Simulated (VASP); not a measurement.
Method: PBEsol GGA, VASP's PBE PAW potentials (set 64) (plane waves; VASP).

Input for VASP

**KPOINTS**
```
k-points along high-symmetry lines
10
Line-mode
Reciprocal
  0.000000   0.000000   0.000000 ! GAMMA
  0.500000   0.000000   0.000000 ! M

  0.500000   0.000000   0.000000 ! M
  0.333333   0.333333   0.000000 ! K

  0.333333   0.333333   0.000000 ! K
  0.000000   0.000000   0.000000 ! GAMMA

  0.000000   0.000000   0.000000 ! GAMMA
  0.000000   0.000000   0.500000 ! A

  0.000000   0.000000   0.500000 ! A
  0.500000   0.000000   0.500000 ! L

  0.500000   0.000000   0.500000 ! L
  0.333333   0.333333   0.500000 ! H

  0.333333   0.333333   0.500000 ! H
  0.000000   0.000000   0.500000 ! A

  0.500000   0.000000   0.500000 ! L
  0.500000   0.000000   0.000000 ! M

  0.333333   0.333333   0.500000 ! H
  0.333333   0.333333   0.000000 ! K
```

### POSCAR
```
MgS
6.4105530
  0.6285593409   0.0000000000   0.0000000000
 -0.3142796705   0.5443482926   0.0000000000
  0.0000000000   0.0000000000   1.0000000771
Mg S
2 2
Cart
  0.3142799847   0.1814492494   0.4961173558
 -0.0000003143   0.3628990432   0.9961173944
 -0.0000003143   0.3628990432   0.3788727116
  0.3142799847   0.1814492494   0.8788727502
```

INCAR:
```
SYSTEM = MgS
PREC = Accurate
ENCUT = 400
EDIFF = 1E-7
NELM = 100
ALGO = Normal
LREAL = .FALSE.
LASPH = .TRUE.
ISMEAR = 0
SIGMA = 0.05
GGA = PS
LWAVE = .FALSE.
LCHARG = .FALSE.
LORBIT = 11
ICHARG = 11
```

POTCAR, in this order: Mg S (PBE.64 set). Program: vasp_std. Read from the step before: CHGCAR.

Output of the run:

**OSZICAR**
```
       N       E                     dE             d eps       ncg     rms          rms(c)
DAV:   1     0.543562444408E+02    0.54356E+02   -0.52628E+03  2160   0.867E+02
DAV:   2    -0.124758958442E+02   -0.66832E+02   -0.61774E+02  3212   0.147E+02
DAV:   3    -0.173294065695E+02   -0.48535E+01   -0.48305E+01  2792   0.446E+01
DAV:   4    -0.173976449594E+02   -0.68238E-01   -0.68210E-01  2624   0.661E+00
DAV:   5    -0.173990347068E+02   -0.13897E-02   -0.13896E-02  2744   0.927E-01
DAV:   6    -0.173990766239E+02   -0.41917E-04   -0.41916E-04  2632   0.171E-01
DAV:   7    -0.173990781012E+02   -0.14773E-05   -0.14773E-05  2732   0.298E-02
DAV:   8    -0.173990781581E+02   -0.56863E-07   -0.56857E-07  2596   0.600E-03
   1 F= -.17399078E+02 E0= -.17399078E+02  d E =-.225175E-11
```

OUTCAR:
```
 val. band max:        1.1730190858   @ k =   0.0000   0.0000   0.0000

 cond. band min:       4.4747549947   @ k =   0.0000   0.0000   0.0000



 k-point     1 :       0.0000    0.0000    0.0000
  band No.  band energies     occupation
      1     -10.2591      2.00000
      2      -9.5021      2.00000
      3      -2.1269      2.00000
      4       0.5829      2.00000
      5       0.5829      2.00000
      6       1.0139      2.00000
      7       1.0140      2.00000
      8       1.1730      2.00000
      9       4.4748      0.00000
     10       5.7423      0.00000
     11       8.5650      0.00000
     12       8.5650      0.00000

 k-point     2 :       0.0556    0.0000    0.0000
  band No.  band energies     occupation
      1     -10.2433      2.00000
      2      -9.4942      2.00000
      3      -2.1023      2.00000
      4       0.4782      2.00000
      5       0.5547      2.00000
      6       0.8929      2.00000
      7       1.0079      2.00000
      8       1.1608      2.00000
      9       4.6172      0.00000
     10       5.8623      0.00000
     11       8.4417      0.00000
     12       8.6365      0.00000

 k-point     3 :       0.1111    0.0000    0.0000
  band No.  band energies     occupation
      1     -10.1970      2.00000
      2      -9.4716      2.00000
      3      -2.0291      2.00000
      4       0.1948      2.00000
      5       0.4784      2.00000
      6       0.5910      2.00000
      7       0.9872      2.00000
      8       1.1224      2.00000
      9       4.9792      0.00000
     10       6.1698      0.00000
     11       8.1787      0.00000
     12       8.8405      0.00000

 k-point     4 :       0.1667    0.0000    0.0000
  band No.  band energies     occupation
      1     -10.1231      2.00000
      2      -9.4378      2.00000
      3      -1.9101      2.00000
      4      -0.1966      2.00000
      5       0.2105      2.00000
      6       0.3720      2.00000
      7       0.9495      2.00000
...
```

The density is held fixed in this step, so its total energy and stress have no physical meaning.

The structure comes from a computed database's MgS entry (P6_3mc); how it stands against other phases isn't given here. It was relaxed first.
